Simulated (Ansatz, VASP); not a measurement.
## Al4Si3 in VASP and in Ansatz

```
Al Si
1.0
     5.35912    0.00000    0.00000
    -2.67956    4.64113    0.00000
     0.00000    0.00000    5.19485
Al Si
4 3
Direct
  0.00000 0.00000 0.00000
  0.50000 0.00000 0.50000
  0.00000 0.50000 0.50000
  0.50000 0.50000 0.50000
  0.50000 0.00000 0.00000
  0.00000 0.50000 0.00000
  0.50000 0.50000 0.00000
```

Alike in both runs: functional PBE; k mesh 9 × 9 × 8; occupations gaussian, width 0.1 eV; no spin polarisation.

Ansatz relaxed the structure, and its values are those at the end. VASP's run is a single point on that final structure, the one shown.

|  | VASP | Ansatz |
| --- | --- | --- |
| version | VASP 6.6.1 | Ansatz 0.2.0 |
| potentials or method | VASP PAW PBE potentials, release 64 (Al, Si) | scalar-relativistic, plane waves, PAW |
| plane-wave cutoff (eV) | 520 | 420 |
| valence electrons in the cell | 24 | 24 |

|  | VASP | Ansatz | Ansatz less VASP |
| --- | --- | --- | --- |
| gap on the k mesh at the Fermi level (eV) | none | none | - |
| pressure (GPa) | 0.0 | 0.0 | +0.03 |

A gap of «none» marks a metal or a gap that the smearing closes.
